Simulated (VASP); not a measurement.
Computed with PBEsol GGA, VASP's PBE PAW potentials (set 64) (plane waves; VASP).

VASP ran on this input.

File KPOINTS:
```
Automatic mesh
0
Gamma
12 12 12
0 0 0
```

### INCAR
```
ALGO=Normal
EDIFF=1E-6
EDIFFG=-0.01
ENCUT=400
GGA=PS
IBRION=2
ISIF=3
ISMEAR=1
LASPH=.TRUE.
LCHARG=.FALSE.
LMAXMIX=4
LREAL=.FALSE.
LWAVE=.FALSE.
NELM=100
NSW=60
PREC=Accurate
SIGMA=0.1
SYSTEM=Sc
```

**POSCAR**
```
Sc
1
   -2.8879040000     2.8879040000     1.5756750000
    2.8879040000    -2.8879040000     1.5756750000
    2.8879040000     2.8879040000    -1.5756750000
Sc
2
Direct
  0.7500000000   0.2500000000   0.5000000000
  0.0000000000   0.0000000000   0.0000000000
```

POTCAR, in this order: Sc_sv (PBE.64 set). Program: vasp_std.

What VASP printed:

File OSZICAR:
```
       N       E                     dE             d eps       ncg     rms          rms(c)
DAV:   1     0.275756164447E+03    0.27576E+03   -0.92356E+03  4938   0.125E+03
DAV:   2     0.129346124899E+01   -0.27446E+03   -0.27156E+03  6362   0.631E+02
DAV:   3    -0.138605528033E+02   -0.15154E+02   -0.14747E+02  7812   0.149E+02
DAV:   4    -0.141355911547E+02   -0.27504E+00   -0.26515E+00  7587   0.208E+01
DAV:   5    -0.141403800255E+02   -0.47889E-02   -0.47878E-02  8262   0.257E+00    0.770E+00
DAV:   6    -0.125148296661E+02    0.16256E+01   -0.40688E+00  6430   0.243E+01    0.211E+00
DAV:   7    -0.123242135723E+02    0.19062E+00   -0.95069E-01  6941   0.101E+01    0.960E-01
DAV:   8    -0.123116807122E+02    0.12533E-01   -0.68189E-02  6644   0.374E+00    0.321E-01
DAV:   9    -0.123077501622E+02    0.39306E-02   -0.21941E-02  7162   0.146E+00    0.479E-02
DAV:  10    -0.123077595129E+02   -0.93507E-05   -0.25147E-04  7358   0.230E-01    0.283E-02
DAV:  11    -0.123077517187E+02    0.77942E-05   -0.20447E-04  6874   0.134E-01    0.142E-02
DAV:  12    -0.123077475049E+02    0.42138E-05   -0.27051E-05  6014   0.502E-02    0.280E-03
DAV:  13    -0.123077468822E+02    0.62275E-06   -0.96899E-07  4657   0.144E-02
   1 F= -.12307747E+02 E0= -.12307606E+02  d E =-.123077E+02
       N       E                     dE             d eps       ncg     rms          rms(c)
DAV:   1    -0.147814324239E+02   -0.24737E+01   -0.69012E+01  5037   0.123E+02    0.108E+01
DAV:   2    -0.126125069107E+02    0.21689E+01   -0.64523E+00  6694   0.361E+01    0.334E+00
DAV:   3    -0.123965253441E+02    0.21598E+00   -0.11403E+00  6276   0.133E+01    0.158E+00
DAV:   4    -0.123909680395E+02    0.55573E-02   -0.91723E-02  7356   0.390E+00    0.497E-01
DAV:   5    -0.123867559864E+02    0.42121E-02   -0.21278E-02  6830   0.198E+00    0.538E-02
DAV:   6    -0.123867868177E+02   -0.30831E-04   -0.61164E-04  7984   0.401E-01    0.233E-02
DAV:   7    -0.123867939333E+02   -0.71157E-05   -0.61778E-05  7662   0.976E-02    0.909E-03
DAV:   8    -0.123867930294E+02    0.90391E-06   -0.22459E-06  5379   0.255E-02
   2 F= -.12386793E+02 E0= -.12386854E+02  d E =-.790461E-01
       N       E                     dE             d eps       ncg     rms          rms(c)
DAV:   1    -0.123870144385E+02   -0.22051E-03   -0.60953E-03  5387   0.118E+00    0.100E-01
DAV:   2    -0.123868176430E+02    0.19680E-03   -0.69931E-04  7415   0.368E-01    0.274E-02
DAV:   3    -0.123868053455E+02    0.12298E-04   -0.56378E-05  6524   0.944E-02    0.125E-02
DAV:   4    -0.123868049397E+02    0.40583E-06   -0.37816E-06  4510   0.251E-02
   3 F= -.12386805E+02 E0= -.12386866E+02  d E =-.790581E-01
       N       E                     dE             d eps       ncg     rms          rms(c)
DAV:   1    -0.123993155508E+02   -0.12510E-01   -0.77380E-01  5079   0.185E+01    0.744E-01
DAV:   2    -0.123915363443E+02    0.77792E-02   -0.56861E-02  7875   0.401E+00    0.358E-01
DAV:   3    -0.123888115575E+02    0.27248E-02   -0.10271E-02  8967   0.118E+00    0.790E-02
DAV:   4    -0.123888042892E+02    0.72683E-05   -0.31520E-04  7055   0.275E-01    0.423E-02
DAV:   5    -0.123888000170E+02    0.42722E-05   -0.21515E-05  7136   0.708E-02    0.714E-03
DAV:   6    -0.123887995114E+02    0.50559E-06   -0.26627E-06  4797   0.231E-02
   4 F= -.12388800E+02 E0= -.12388798E+02  d E =-.199457E-02
       N       E                     dE             d eps       ncg     rms          rms(c)
DAV:   1    -0.123922677720E+02   -0.34678E-02   -0.23621E-01  5086   0.102E+01    0.410E-01
DAV:   2    -0.123899313810E+02    0.23364E-02   -0.17317E-02  7861   0.224E+00    0.199E-01
DAV:   3    -0.123890886398E+02    0.84274E-03   -0.31746E-03  8975   0.662E-01    0.433E-02
DAV:   4    -0.123890857784E+02    0.28614E-05   -0.11085E-04  7073   0.163E-01    0.235E-02
DAV:   5    -0.123890837806E+02    0.19978E-05   -0.76075E-06  6455   0.418E-02    0.381E-03
DAV:   6    -0.123890835846E+02    0.19600E-06   -0.80692E-07  3719   0.142E-02
   5 F= -.12389084E+02 E0= -.12389026E+02  d E =-.227864E-02
```

**OUTCAR**
```
------------------------ aborting loop because EDIFF is reached ----------------------------------------
  FORCE on cell =-STRESS in cart. coord.  units (eV):
  Direction    XX          YY          ZZ          XY          YZ          ZX
  --------------------------------------------------------------------------------------
  Total       -0.0139858     -0.0139858     -0.0185352      0.0000000      0.0000000      0.0000000
  in kB       -0.4758931     -0.4758931     -0.6306960      0.0000000      0.0000000      0.0000000
  external PRESSURE =      -0.5274941 kB  Pullay stress =       0.0000000 kB
  volume of cell :       47.09
      direct lattice vectors                 reciprocal lattice vectors
    -2.768482491  2.768482491  1.535837772     0.000000000  0.180604357  0.325555218
     2.768482491 -2.768482491  1.535837772     0.180604357  0.000000000  0.325555218
     2.768482491  2.768482491 -1.535837772     0.180604357  0.180604357  0.000000000
 POSITION                                       TOTAL-FORCE (eV/Angst)
 -----------------------------------------------------------------------------------
     -0.00000      2.76848      0.76792         0.000000     -0.000000      0.000000
      0.00000     -0.00000      0.00000        -0.000000      0.000000     -0.000000
 -----------------------------------------------------------------------------------
    total drift:                                0.000000     -0.000000      0.000000
  FREE ENERGIE OF THE ION-ELECTRON SYSTEM (eV)
  ---------------------------------------------------
  free  energy   TOTEN  =       -12.3890835846 eV

  energy  without entropy=      -12.3889119900  energy(sigma->0) =      -12.38902639

 reached required accuracy - stopping structural energy minimisation
```
(Selected blocks of OUTCAR.)

CONTCAR:
```
Sc
   1.00000000000000
    -2.7684824909733110    2.7684824909733110    1.5358377720972438
     2.7684824909733110   -2.7684824909733110    1.5358377720972438
     2.7684824909733110    2.7684824909733110   -1.5358377720972438
  Sc
     2
Direct
     0.7500000000000000    0.2500000000000000    0.5000000000000000
     0.0000000000000000    0.0000000000000000    0.0000000000000000
```

Energy and stress use the plane-wave basis of the starting cell.

The structure was generated: Sc was put into the beta-Sn type (I4_1/amd), which need not be its known phase. This run relaxes it. Symmetry was kept, so distortions that lower it aren't found.
